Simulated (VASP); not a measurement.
Data:

```yaml
crystal:
  lattice:
    - [4.15920, 0.00000, 0.00000]
    - [0.00000, 4.15920, 0.00000]
    - [0.00000, 0.00000, 4.15920]
  atoms:
    - { symbol: Sc, position: [0.00000, 0.00000, 0.00000] }
    - { symbol: Al, position: [0.00000, 0.50000, 0.50000] }
    - { symbol: Al, position: [0.50000, 0.00000, 0.50000] }
    - { symbol: Al, position: [0.50000, 0.50000, 0.00000] }
```

Level of theory: r2SCAN+rVV10, VASP's PBE PAW potentials (set 64) (plane waves; VASP). Settings: 520 eV cut-off, 8×8×8 Γ-centred mesh, first-order Methfessel-Paxton smearing of 0.10 eV, potentials Sc_sv Al.

What does the run give for the energy per atom (σ→0), pressure, band gap (on the k-mesh) with the smallest direct gap where there is one?

```yaml
band gap (on the k-mesh): none (metal, semimetal or under 0.01 eV)
energy per atom (σ→0): -8.248 eV/atom
pressure: -4.90 GPa
```

The compound is Al3Sc in the L1_2 structure. This cell is one point of a volume scan, at 1.06 of the reference volume.
